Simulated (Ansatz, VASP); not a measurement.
## One calculation of Na2Pd, two programs

File INCAR:

```
PREC = Accurate ; ENCUT = 600
EDIFF = 1E-6 ; ISMEAR = 0
SIGMA = 0.1 ; LREAL = False
LASPH = True ; NELM = 100
ALGO = Normal ; ISIF = 3
LWAVE = False ; LCHARG = False
GGA = PE ; IBRION = 2
NSW = 100 ; EDIFFG = -0.01
```

The input KPOINTS:

```
regular mesh
0
Gamma
  18 18 6
```

POSCAR

```
Na2Pd
1.0
    3.1428360640      0.0000000000      0.0000000000
   -1.5714180320      2.7217758714      0.0000000000
    0.0000000000      0.0000000000      7.8746847072
Na Pd
2 1
Direct
    0.3333333333      0.6666666667      0.2862578476
    0.6666666667      0.3333333333      0.7137421524
    0.0000000000      0.0000000000      0.0000000000
```

Input for Ansatz:

```yaml
crystal:
  lattice:
    - [3.142836064, 0.0, 0.0]
    - [-1.571418032, 2.7217758714, 0.0]
    - [0.0, 0.0, 7.8746847072]
  atoms:
    - { symbol: Na, position: [0.3333333333, 0.6666666667, 0.2862578476] }
    - { symbol: Na, position: [0.6666666667, 0.3333333333, 0.7137421524] }
    - { symbol: Pd, position: [0.0, 0.0, 0.0] }
basis:
  ecutwfc: 420
kpoints:
  mp_grid: { grid: [18, 18, 6] }
hamiltonian:
  xc: pbe
scf:
  occupations: { method: gaussian, width: 0.1 }
output:
  forces: true
  stress: true
  eigenvalues: true
  write_density: true
  write_potential: true
  elf: true
  volumetric_format: npy
relax:
  adjacent_minimum: "off"
  f_tol: 0.01
  max_steps: 80
  cell: { stress_tol: 0.05 }
```

Change from the starting cell: species swapped into the Ta2C type (P-3m1, No. 164).

Alike in both runs: task relaxation of cell and atoms; functional PBE; k mesh 18 × 18 × 6; occupations gaussian, width 0.1 eV; no spin polarisation.

```csv
,VASP,Ansatz
version,VASP 6.6.1,Ansatz 0.2.0
potentials or method,"VASP PAW PBE potentials, release 64 (Na_pv, Pd)","scalar-relativistic, plane waves, PAW"
plane-wave cutoff (eV),600,420
valence electrons in the cell,24,36
```

```tsv
	VASP	Ansatz	Ansatz less VASP
gap on the k mesh at the Fermi level, each at its own relaxed structure (eV)	none	none	-
relaxed volume (Å³/atom)	22.52	22.54	+0.020
relaxed cell length with the largest relative difference (Å)	7.963	7.965	+0.0029
```

A gap of «none» marks a metal or a gap that the smearing closes. The two sets of potentials don't hold the same shells in valence.
